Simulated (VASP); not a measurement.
Output of a VASP run:

OSZICAR:
```
...
DAV:   2    -0.635812775143E+02    0.30589E+02   -0.26437E+02   910   0.129E+02    0.272E+01
DAV:   3    -0.599017977682E+02    0.36795E+01   -0.10226E+01   945   0.284E+01    0.188E+01
DAV:   4    -0.598252352668E+02    0.76563E-01   -0.69640E+00   964   0.161E+01    0.666E+00
DAV:   5    -0.590908147051E+02    0.73442E+00   -0.11974E+00   940   0.110E+01    0.310E+00
DAV:   6    -0.593474683655E+02   -0.25665E+00   -0.51591E-01   940   0.694E+00    0.173E+00
DAV:   7    -0.591632917303E+02    0.18418E+00   -0.29762E-01   930   0.533E+00    0.543E-01
DAV:   8    -0.591741575237E+02   -0.10866E-01   -0.36028E-02   955   0.138E+00    0.205E-01
DAV:   9    -0.591996361420E+02   -0.25479E-01   -0.10934E-02   970   0.899E-01    0.199E-01
DAV:  10    -0.591979525734E+02    0.16836E-02   -0.34350E-03  1035   0.598E-01    0.519E-02
DAV:  11    -0.591993642546E+02   -0.14117E-02   -0.89235E-04   930   0.341E-01    0.405E-02
DAV:  12    -0.592002901294E+02   -0.92587E-03   -0.60422E-04   960   0.225E-01    0.915E-03
DAV:  13    -0.592002922816E+02   -0.21522E-05   -0.18922E-05  1050   0.475E-02    0.103E-02
DAV:  14    -0.592002842851E+02    0.79965E-05   -0.80126E-06   945   0.268E-02    0.993E-03
DAV:  15    -0.592002932335E+02   -0.89484E-05   -0.84729E-06   930   0.279E-02    0.189E-03
DAV:  16    -0.592002937982E+02   -0.56466E-06   -0.32436E-07   475   0.625E-03
   3 F= -.59200294E+02 E0= -.59201488E+02  d E =-.248241E+01
       N       E                     dE             d eps       ncg     rms          rms(c)
DAV:   1    -0.593239595252E+02   -0.12367E+00   -0.22833E+00  1010   0.205E+01    0.328E+00
DAV:   2    -0.592293912245E+02    0.94568E-01   -0.32510E-01   960   0.586E+00    0.626E-01
DAV:   3    -0.592242226369E+02    0.51686E-02   -0.13672E-02  1060   0.121E+00    0.380E-01
DAV:   4    -0.592219447897E+02    0.22778E-02   -0.75002E-03   955   0.705E-01    0.210E-01
DAV:   5    -0.592205806319E+02    0.13642E-02   -0.42367E-03   935   0.662E-01    0.126E-01
DAV:   6    -0.592226080549E+02   -0.20274E-02   -0.25066E-03   915   0.502E-01    0.309E-02
DAV:   7    -0.592227399572E+02   -0.13190E-03   -0.38795E-04   925   0.188E-01    0.135E-02
DAV:   8    -0.592228274714E+02   -0.87514E-04   -0.10071E-04   940   0.102E-01    0.125E-02
DAV:   9    -0.592228337167E+02   -0.62453E-05   -0.70442E-06  1015   0.293E-02    0.366E-03
DAV:  10    -0.592228338936E+02   -0.17698E-06   -0.32337E-07   505   0.626E-03
   4 F= -.59222834E+02 E0= -.59224066E+02  d E =-.250495E+01
       N       E                     dE             d eps       ncg     rms          rms(c)
DAV:   1    -0.592596406363E+02   -0.36807E-01   -0.75578E-01  1010   0.119E+01    0.191E+00
DAV:   2    -0.592283412707E+02    0.31299E-01   -0.10813E-01   968   0.337E+00    0.361E-01
DAV:   3    -0.592267031804E+02    0.16381E-02   -0.44509E-03  1040   0.694E-01    0.215E-01
DAV:   4    -0.592259621713E+02    0.74101E-03   -0.24538E-03   955   0.403E-01    0.120E-01
DAV:   5    -0.592255842241E+02    0.37795E-03   -0.13058E-03   935   0.370E-01    0.733E-02
DAV:   6    -0.592261766898E+02   -0.59247E-03   -0.78040E-04   930   0.282E-01    0.186E-02
DAV:   7    -0.592262252732E+02   -0.48583E-04   -0.13609E-04   935   0.113E-01    0.754E-03
DAV:   8    -0.592262555849E+02   -0.30312E-04   -0.34071E-05   945   0.597E-02    0.691E-03
DAV:   9    -0.592262575435E+02   -0.19587E-05   -0.21963E-06   955   0.163E-02    0.214E-03
DAV:  10    -0.592262575410E+02    0.24970E-08   -0.10626E-07   455   0.362E-03
   5 F= -.59226258E+02 E0= -.59227516E+02  d E =-.250837E+01
```

**OUTCAR**
```
------------------------ aborting loop because EDIFF is reached ----------------------------------------
  FORCE on cell =-STRESS in cart. coord.  units (eV):
  Direction    XX          YY          ZZ          XY          YZ          ZX
  --------------------------------------------------------------------------------------
  Total        0.0131298      0.0131298      0.0131298      0.0000000     -0.0000000      0.0000000
  in kB        0.5369409      0.5369409      0.5369409      0.0000000     -0.0000000      0.0000000
  external PRESSURE =       0.5369409 kB  Pullay stress =       0.0000000 kB
  volume of cell :       39.18
      direct lattice vectors                 reciprocal lattice vectors
    -0.000000000  2.695698219  2.695698219    -0.185480703  0.185480703  0.185480703
     2.695698219  0.000000000  2.695698219     0.185480703 -0.185480703  0.185480703
     2.695698219  2.695698219 -0.000000000     0.185480703  0.185480703 -0.185480703
 POSITION                                       TOTAL-FORCE (eV/Angst)
 -----------------------------------------------------------------------------------
     -0.00000      0.00000      0.00000        -0.000000     -0.000000     -0.000000
      1.34785      1.34785      1.34785         0.000000      0.000000      0.000000
 -----------------------------------------------------------------------------------
    total drift:                                0.000000      0.000000      0.000000
  FREE ENERGIE OF THE ION-ELECTRON SYSTEM (eV)
  ---------------------------------------------------
  free  energy   TOTEN  =       -59.2262575410 eV

  energy  without entropy=      -59.2300329440  energy(sigma->0) =      -59.22751601

 reached required accuracy - stopping structural energy minimisation
```
(Selected blocks of OUTCAR.)

File POSCAR:
```
WP
1
    0.0000000000     3.1061440000     3.1061440000
    3.1061440000     0.0000000000     3.1061440000
    3.1061440000     3.1061440000     0.0000000000
W P
1 1
Direct
  0.0000000000   0.0000000000   0.0000000000
  0.2500000000   0.2500000000   0.2500000000
```

Q: Write an INCAR and KPOINTS that could have produced this output.

A: This is not unique; one that fits is the input of the run itself, r2SCAN meta-GGA, plane waves, VASP's PBE PAW potentials (set 64).

KPOINTS:
```
K-points
0
Gamma
 9 9 9
0 0 0
```

**INCAR**
```
! general
SYSTEM  = WP
PREC    = Accurate
ENCUT   = 400   ! plane-wave cut-off (eV)
LREAL   = .False.   ! projection in real space or not
LASPH   = .True.   ! aspherical one-centre terms

! electronic loop
EDIFF   = 1E-6
NELM    = 100
ALGO    = Normal   ! blocked Davidson
LMAXMIX = 6
LMIXTAU = .True.

! smearing
ISMEAR  = 1   ! Methfessel-Paxton
SIGMA   = 0.1

! functional
METAGGA = R2SCAN

! ions
IBRION  = 2
NSW     = 60   ! most ionic steps
ISIF    = 3
EDIFFG  = -0.01

! output
LWAVE   = .False.
LCHARG  = .False.
```

POTCAR, in this order: W_sv P (PBE.64 set). Program: vasp_std.

Energy and stress use the plane-wave basis of the starting cell.

The structure was generated: WP was put into the zinc blende type (F-43m), which need not be its known phase. This run relaxes it. Symmetry was kept, so distortions that lower it aren't found. The electron count is odd and the run is not spin-polarised, which forces a metal.
